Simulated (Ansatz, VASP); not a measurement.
# GeH (Ge wire along [111], 24 atoms a period, H-terminated): VASP beside Ansatz

Aim: how closely do two programs agree when they are given the same cell, functional and k mesh? The structure shown is the start of the Ansatz relaxation below; VASP solves that cell, so the two are compared at the walk's first step.

Method: plane waves, with VASP 6.6.1 beside it; single point at PBE, in Ansatz 0.2.0.

## 1. The starting structure

The cell holds 48 atoms: 24 Ge and 24 H. Cell: a = 15.457 Å, b = 16.796 Å, c = 9.977 Å, α = 90.0°, β = 90.0°, γ = 90.0°. Vacuum lies along a and b. The structure's axis is c.

## 2. Ansatz: relaxation, PBE

Ansatz runs on its default PAW (the set named soft_2) files.

The two programs are compared at the cell with which this relaxation starts, whose forces are those of its first step.

Contents of input.yaml:

```yaml
crystal:
  lattice:
    - [15.457, 0.0, 0.0]
    - [0.0, 16.796, 0.0]
    - [0.0, 0.0, 9.9766126516]
  atoms:
    - { symbol: Ge, position: [0.302370102, 0.500002818, 0.0] }
    - { symbol: Ge, position: [0.434120605, 0.710009083, 0.0] }
    - { symbol: Ge, position: [0.302370102, 0.500002818, 0.25] }
    - { symbol: Ge, position: [0.434120605, 0.289996553, 0.25] }
    - { symbol: Ge, position: [0.434120605, 0.710009083, 0.25] }
    - { symbol: Ge, position: [0.565871109, 0.500002818, 0.25] }
    - { symbol: H, position: [0.219965064, 0.683790697, 0.281211434] }
    - { symbol: H, position: [0.648276146, 0.683790697, 0.281211434] }
    - { symbol: H, position: [0.697621612, 0.342433327, 0.281211434] }
    - { symbol: H, position: [0.78002665, 0.473784431, 0.281211434] }
    - { symbol: H, position: [0.219965064, 0.456219117, 0.302121899] }
    - { symbol: H, position: [0.351715568, 0.246212851, 0.302121899] }
    - { symbol: H, position: [0.434120605, 0.797576487, 0.302121899] }
    - { symbol: H, position: [0.516525643, 0.246212851, 0.302121899] }
    - { symbol: Ge, position: [0.302370102, 0.640006995, 0.333333333] }
    - { symbol: Ge, position: [0.434120605, 0.43000073, 0.333333333] }
    - { symbol: Ge, position: [0.565871109, 0.640006995, 0.333333333] }
    - { symbol: Ge, position: [0.697621612, 0.43000073, 0.333333333] }
    - { symbol: Ge, position: [0.302370102, 0.640006995, 0.583333333] }
    - { symbol: Ge, position: [0.434120605, 0.43000073, 0.583333333] }
    - { symbol: Ge, position: [0.565871109, 0.640006995, 0.583333333] }
    - { symbol: Ge, position: [0.697621612, 0.43000073, 0.583333333] }
    - { symbol: H, position: [0.219965064, 0.403782343, 0.614544767] }
    - { symbol: H, position: [0.302370102, 0.272431238, 0.614544767] }
    - { symbol: H, position: [0.565871109, 0.272431238, 0.614544767] }
    - { symbol: H, position: [0.78002665, 0.613788608, 0.614544767] }
    - { symbol: H, position: [0.219965064, 0.596223293, 0.635455233] }
    - { symbol: H, position: [0.302370102, 0.727574398, 0.635455233] }
    - { symbol: H, position: [0.565871109, 0.727574398, 0.635455233] }
    - { symbol: H, position: [0.78002665, 0.386217028, 0.635455233] }
    - { symbol: Ge, position: [0.302370102, 0.359998641, 0.666666667] }
    - { symbol: Ge, position: [0.434120605, 0.570004907, 0.666666667] }
    - { symbol: Ge, position: [0.565871109, 0.359998641, 0.666666667] }
    - { symbol: Ge, position: [0.697621612, 0.570004907, 0.666666667] }
    - { symbol: Ge, position: [0.302370102, 0.359998641, 0.916666667] }
    - { symbol: Ge, position: [0.434120605, 0.570004907, 0.916666667] }
    - { symbol: Ge, position: [0.565871109, 0.359998641, 0.916666667] }
    - { symbol: Ge, position: [0.697621612, 0.570004907, 0.916666667] }
    - { symbol: H, position: [0.219965064, 0.54378652, 0.947878101] }
    - { symbol: H, position: [0.351715568, 0.753792785, 0.947878101] }
    - { symbol: H, position: [0.434120605, 0.20242915, 0.947878101] }
    - { symbol: H, position: [0.516525643, 0.753792785, 0.947878101] }
    - { symbol: H, position: [0.219965064, 0.31621494, 0.968788566] }
    - { symbol: H, position: [0.648276146, 0.31621494, 0.968788566] }
    - { symbol: H, position: [0.697621612, 0.65757231, 0.968788566] }
    - { symbol: H, position: [0.78002665, 0.526221205, 0.968788566] }
    - { symbol: Ge, position: [0.434120605, 0.289996553, 0.0] }
    - { symbol: Ge, position: [0.565871109, 0.500002818, 0.0] }
kpoints:
  mp_grid: { grid: [1, 1, 9] }
scf:
  occupations: { method: fermi_dirac, width: 0.05 }
hamiltonian:
  xc: pbe
relax:
  cell: { fix: [a, b, alpha, beta, gamma] }
  max_steps: 45
  f_tol: 0.03
```

The run is started by

```console
ansatz run input.yaml --threads 4 --pin off --max-ram 16384MiB --backend cpu --events-out ev --progress --plain --runs-dir out
```

Numbers of over 12 decimals in the logs are rounded to 6 here.

Log:

```text
Engine: ansatz 0.2.0, aarch64-unknown-linux-gnu
Pseudopotentials: kind: paw
Pseudopotential: Ge, paw, valence charge 14, recommended cutoff 420 eV (normal), Ge.paw.azcp
Pseudopotential: H, paw, valence charge 1, recommended cutoff 420 eV (normal), H.paw.azcp
Functional definition: PBE
  parameter kappa = 0.804
  parameter beta = 0.066725
  exchange = pbe_x(kappa = kappa, mu = beta*pi^2/3)
  correlation = pbe_c(beta = beta)
Crystal: 48 atoms, lattice volume = 2590.086 Å³
Basis set: ecut = 420 eV, 50631 PW (Γ), exchange–correlation on 216×240×144 points (8 copies of the dense FFT grid, shifted against one another)
Bands: 228, of which v1, the nominal top of the filled ones, is band 180 counted from 1 (179 counted from 0)
Symmetry: 2 space group operations
Space group: P2 (ITA 3), of the structure as read, at distance tolerance 1.4e-4 Å
k-points: 5 of 9
Non-local potential: Ge, projectors of the file, l = 0: 2, l = 1: 2, l = 2: 3, l = 3: 1
Non-local potential: H, projectors of the file, l = 0: 2, l = 1: 1
PAW form: soft (Blöchl's): semilocal exchange-correlation on the pseudo side does not see the compensation charge
PAW one-centre angular grid: Ge, 590 points (default); XC on 64 Gauss nodes
PAW one-centre angular grid: H, 110 points (default); XC on 64 Gauss nodes
Initial density: superposition of atomic densities (neutral atoms: chi_scale 0, normalization atom), corrected by the library's trained network
Initial wavefunctions: pseudopotential atomic-orbital guess
Functional: x = pbe(κ = 0.804, μ = 0.219515), c = pbe(β = 0.066725)
SCF iter   1: F=—  HF=-103455.039407 eV  |F-HF|=—  |Δ(HF+E_count)|=         —  Δρ=1.18e-3  dr2=5.38e-2  ethr=1.77e-3  ⟨swp⟩=6.4  Hψ=4609  notcnv=0  defer=58
preconditioner: auto → Resta (q_TF=auto, 1.964 Å⁻¹)  ε∞=1.4  [insulator: Δε(μ)=2.414 eV  Ē_g=21.607 eV  σ=0.050 eV  W_gap=1.00  n_scr=320 (ndim 8)  ℏωp=13.8 eV  f_vac=0.668  D(μ)=0.00/eV (n_scr^D=0)  ε∞_Penn≈1.4  vacuum switching on, ρ_ref=3.4e-2 e/Å³]
SCF iter   2: F=—  HF=-103455.047579 eV  |F-HF|=—  |Δ(HF+E_count)|=   8.17e-3  Δρ=5.23e-4  dr2=1.14e-2  ethr=1.49e-5  ⟨swp⟩=2.0  Hψ=2257  notcnv=0  defer=185
SCF iter   3: F=—  HF=-103455.053206 eV  |F-HF|=—  |Δ(HF+E_count)|=   5.63e-3  Δρ=2.33e-4  dr2=2.68e-3  ethr=3.17e-6  ⟨swp⟩=2.0  Hψ=1845  notcnv=0  defer=185
SCF iter   4: F=—  HF=-103455.054497 eV  |F-HF|=—  |Δ(HF+E_count)|=   1.29e-3  Δρ=8.21e-5  dr2=3.75e-4  ethr=7.45e-7  ⟨swp⟩=3.0  Hψ=1830  notcnv=0  defer=185
SCF iter   5: F=—  HF=-103455.054509 eV  |F-HF|=—  |Δ(HF+E_count)|=   1.18e-5  Δρ=4.06e-5  dr2=1.50e-4  ethr=1.04e-7  ⟨swp⟩=2.0  Hψ=1845  notcnv=0  defer=185
SCF iter   6: F=—  HF=-103455.054516 eV  |F-HF|=—  |Δ(HF+E_count)|=   6.92e-6  Δρ=1.24e-5  dr2=7.99e-6  ethr=4.17e-8  ⟨swp⟩=2.0  Hψ=1131  notcnv=0  defer=185
SCF iter   7: F=—  HF=-103455.055060 eV  |F-HF|=—  |Δ(HF+E_count)|=   5.45e-4  Δρ=5.01e-6  dr2=8.00e-7  ethr=2.22e-9  ⟨swp⟩=3.0  Hψ=1905  notcnv=0  defer=185
SCF iter   8: F=-103455.055062 eV  HF=-103455.055062 eV  |F-HF|=1.23e-7  |Δ(HF+E_count)|=   1.24e-6  Δρ=1.70e-6  dr2=9.05e-8  ethr=2.78e-11  ⟨swp⟩=3.0  Hψ=3519  notcnv=0
SCF 1 converged in 8 iterations: F = -103455.055062 eV  dr2 = 9.05e-8
  greatest PAW one-centre occupation: 0.998 electrons in one spin orbital (limit 2), on the Ge atom at site 3 (counted from 0), in its partial waves of l = 2
relax step   1: F+E_penalty+E_count = -103455.05506168 eV  Δ(F+E_penalty+E_count) = +0.000e0 eV  max|allowed force component| = 2.631e-1 eV/Å  Δτ_max = 0.0000 Å  P = -0.517 GPa  Ω = 2590.086 Å³  fix = [a, b, alpha, beta, gamma]  reactions: a -0.560, b -0.558 GPa; alpha +0.000 GPa/rad  (8 SCF iters, dr2 threshold 1.00e-7 eV, accepted)
Crystal: 48 atoms, lattice volume = 2595.679 Å³
Basis set: ecut = 420 eV, 50715 PW (Γ), exchange–correlation on 216×240×144 points (8 copies of the dense FFT grid, shifted against one another)
Initial density: handed on by an earlier stage of this run
Initial wavefunctions: those handed on with the density
iter 1 solved again at ethr=1.02e-4 eV; its pass at ethr=3.10e-3 eV (dr2=3.68e-1 eV) is discarded
SCF iter   1: F=—  HF=-103455.267981 eV  |F-HF|=—  |Δ(HF+E_count)|=         —  Δρ=5.02e-3  dr2=3.90e-1  ethr=1.02e-4  ⟨swp⟩=3.6  Hψ=4521  notcnv=0
preconditioner: auto → Resta (q_TF=auto, 1.963 Å⁻¹)  ε∞=1.4  [insulator: Δε(μ)=2.536 eV  Ē_g=21.781 eV  σ=0.050 eV  W_gap=1.00  n_scr=320 (ndim 8)  ℏωp=13.8 eV  f_vac=0.674  D(μ)=0.00/eV (n_scr^D=0)  ε∞_Penn≈1.4  vacuum switching on, ρ_ref=3.4e-2 e/Å³]
SCF iter   2: F=—  HF=-103455.221942 eV  |F-HF|=—  |Δ(HF+E_count)|=   4.60e-2  Δρ=2.14e-3  dr2=8.53e-2  ethr=1.02e-4  ⟨swp⟩=4.4  Hψ=1792  notcnv=0  defer=1
SCF iter   3: F=—  HF=-103455.219176 eV  |F-HF|=—  |Δ(HF+E_count)|=   2.77e-3  Δρ=1.16e-3  dr2=4.45e-2  ethr=2.37e-5  ⟨swp⟩=3.0  Hψ=1728  notcnv=0  defer=43
[...]
basis re-selected at this cell: Δ(F+E_penalty+E_count) = +7.487e-4 eV, ΔP = +0.000 GPa vs the last step (what re-selecting the basis moved, of the pressure what is left beyond the Pulay correction that the steps carried, after the strain that the cell walked since its last selection, with what the two solves' SCF thresholds leave and, on support functions, any second-order correction that the steps lacked; it is no m [...]
SCF converged after 6 iterations
Free energy (F): -103455.249318 eV
Harris-Foulkes:  -103455.249318 eV  (|F-HF|=4.51e-10)
Internal energy: -103455.249318 eV  (E = F + TS)
E sigma→0 (E₀):  -103455.249318 eV
Fermi energy:    -1.114373 eV
--- Per-component energies (eV) ---
  E_band       = -7047.820191
  E_kinetic    = 2977.046686
  E_local      = -202150.902644  (includes V_loc(G=0)·N_el)
  E_nonlocal   = 10100.724692
  E_hartree    = 95698.916229
  E_xc         = -2012.605557
  E_vxc        = -1806.517069  (∫ρ·V_xc dr)
  E_paw        = -48511.248816  (= ΣΔE_a)
  E_vpaw       = -7565.981770  (= ΣTr[D̂ρ^β])
  E_aug_tail   = -0.022639  (compensation charges beyond the density's cutoff)
  E_ewald      = 40442.842730
  E_smearing   = -0.000000  (= −TS)
  E_closure    = 0.000000  (closes the sum)
  Σ components = -103455.249318   (vs F -103455.249318, Δ=0.00e0)
--- Forces (eV/Å), atoms counted from 1 ---
  atom   1  Ge     0.00124120     0.00649988    -0.01616453
  atom   2  Ge     0.01166998     0.02295137    -0.02171813
  atom   3  Ge     0.00124120    -0.00649988     0.01616453
  atom   4  Ge     0.01166998    -0.02295137     0.02171813
  atom   5  Ge    -0.00244983     0.00110568     0.00862223
  atom   6  Ge     0.00349812     0.00759864     0.00532284
  atom   7  H      0.01348030    -0.00486192     0.00744649
  atom   8  H     -0.01185970    -0.00361134     0.00324032
  atom   9  H      0.00016976     0.01006886     0.00212894
  atom  10  H     -0.01056988    -0.00086519     0.00925771
  atom  11  H      0.00910137     0.00846381    -0.00323998
  atom  12  H      0.00607619     0.00872955    -0.00927412
  atom  13  H     -0.00256878    -0.01408025    -0.00745972
  atom  14  H     -0.00879248     0.00493714    -0.00215603
  atom  15  Ge     0.00025747     0.00279617    -0.00861716
  atom  16  Ge    -0.00829684     0.00077966    -0.00533621
  atom  17  Ge     0.00495107    -0.00438458    -0.01614735
  atom  18  Ge     0.01400283    -0.02173552    -0.02168013
  atom  19  Ge    -0.02568428     0.00126827     0.02174127
  atom  20  Ge     0.00473136    -0.00685625     0.00531934
  atom  21  Ge    -0.00620813     0.00215031     0.01616060
  atom  22  Ge     0.00228577     0.00168706     0.00856132
  atom  23  H      0.00862703    -0.00514509     0.00216074
  atom  24  H      0.00451637     0.00965421     0.00929406
[...]
atom  41  H     -0.00256878     0.01408025     0.00745972
  atom  42  H     -0.00879248    -0.00493714     0.00215603
  atom  43  H      0.01348030     0.00486192    -0.00744649
  atom  44  H     -0.01185970     0.00361134    -0.00324032
  atom  45  H      0.00016976    -0.01006886    -0.00212894
  atom  46  H     -0.01056988     0.00086519    -0.00925771
  atom  47  Ge    -0.00244983    -0.00110568    -0.00862223
  atom  48  Ge     0.00349812    -0.00759864    -0.00532284
  max |Σ_I F_I| component: 8.72e-7 eV/Å
--- Stress (GPa, compression-positive) ---
       -0.020956       0.000000       0.000000
        0.000000      -0.019210       0.000016
        0.000000       0.000016      -0.007965
  P = ⅓ Tr σ = -0.0160 GPa (-0.160 kbar)
--- Relaxed structure (3 steps of the walk, 3 accepted, 1 SCFs on fresh bases) ---
  F+E_penalty+E_count = -103455.24931770 eV   max|allowed force component| = 2.568e-2 eV/Å   (the final SCF, on the basis selected at the relaxed cell)
  cell:  # Å, volume = 2584.5650 Å³
    - [15.457, 0.0, 0.0]
    - [0.0, 16.796, 0]
    - [0.0, 0, 9.955347]
  atoms:
    - { symbol: Ge, position: [0.305802, 0.498843, 0.00135541] }
    - { symbol: Ge, position: [0.434026, 0.706740, 0.00280413] }
    - { symbol: Ge, position: [0.305802, 0.501157, 0.248645] }
    - { symbol: Ge, position: [0.434026, 0.293260, 0.247196] }
    - { symbol: Ge, position: [0.434202, 0.706865, 0.249157] }
    - { symbol: Ge, position: [0.565135, 0.499894, 0.249778] }
    - { symbol: H, position: [0.223038, 0.681745, 0.281690] }
    - { symbol: H, position: [0.645518, 0.681380, 0.283109] }
    - { symbol: H, position: [0.696622, 0.344934, 0.283547] }
    - { symbol: H, position: [0.776989, 0.473717, 0.282936] }
    - { symbol: H, position: [0.223607, 0.457208, 0.300232] }
    - { symbol: H, position: [0.353302, 0.248601, 0.300393] }
    - { symbol: H, position: [0.434515, 0.794100, 0.301637] }
    - { symbol: H, position: [0.514674, 0.248264, 0.299784] }
    - { symbol: Ge, position: [0.305280, 0.638371, 0.334176] }
    - { symbol: Ge, position: [0.434588, 0.430534, 0.333554] }
    - { symbol: Ge, position: [0.563066, 0.637843, 0.334688] }
    - { symbol: Ge, position: [0.694602, 0.431707, 0.336136] }
    - { symbol: Ge, position: [0.305486, 0.638450, 0.580531] }
    - { symbol: Ge, position: [0.434388, 0.430639, 0.583111] }
    - { symbol: Ge, position: [0.565240, 0.636686, 0.581975] }
    - { symbol: Ge, position: [0.694630, 0.431501, 0.582491] }
    - { symbol: H, position: [0.222818, 0.403329, 0.616878] }
    - { symbol: H, position: [0.303821, 0.274885, 0.616270] }
    - { symbol: H, position: [0.564988, 0.275831, 0.616445] }
    - { symbol: H, position: [0.776564, 0.612368, 0.615021] }
    - { symbol: H, position: [0.222818, 0.596671, 0.633122] }
    - { symbol: H, position: [0.303821, 0.725115, 0.633730] }
    - { symbol: H, position: [0.564988, 0.724169, 0.633555] }
    - { symbol: H, position: [0.776564, 0.387632, 0.634979] }
    - { symbol: Ge, position: [0.305486, 0.361550, 0.669469] }
    - { symbol: Ge, position: [0.434388, 0.569361, 0.666889] }
    - { symbol: Ge, position: [0.565240, 0.363314, 0.668025] }
    - { symbol: Ge, position: [0.694630, 0.568499, 0.667509] }
    - { symbol: Ge, position: [0.305280, 0.361629, 0.915824] }
    - { symbol: Ge, position: [0.434588, 0.569466, 0.916446] }
    - { symbol: Ge, position: [0.563066, 0.362157, 0.915312] }
    - { symbol: Ge, position: [0.694602, 0.568293, 0.913864] }
    - { symbol: H, position: [0.223607, 0.542792, 0.949768] }
    - { symbol: H, position: [0.353302, 0.751399, 0.949607] }
    - { symbol: H, position: [0.434515, 0.205900, 0.948363] }
    - { symbol: H, position: [0.514674, 0.751736, 0.950216] }
    - { symbol: H, position: [0.223038, 0.318255, 0.968310] }
    - { symbol: H, position: [0.645518, 0.318620, 0.966891] }
    - { symbol: H, position: [0.696622, 0.655066, 0.966453] }
    - { symbol: H, position: [0.776989, 0.526283, 0.967064] }
    - { symbol: Ge, position: [0.434202, 0.293135, 0.000842842] }
    - { symbol: Ge, position: [0.565135, 0.500106, 0.00022158] }
```

Reading the cycles: dr2 is the Hartree energy of the density residual (eV), the measure of convergence; HF is the Harris–Foulkes estimate of the energy, which meets the free energy F at convergence.

[end of part 1 of 2]

[Lines on the potential files, build, host, timing and source positions are cut from VASP's logs without a mark.]

[Logs are printed without paths, hosts, clocks, repeated set-up lines and the standing remarks that a program may print on its own settings, such as how far it seeks lower states.]

[Hosts, paths, dates, database ids (printed as entryN), source tags and the programs' standing remarks are cut or masked in the printed files.]
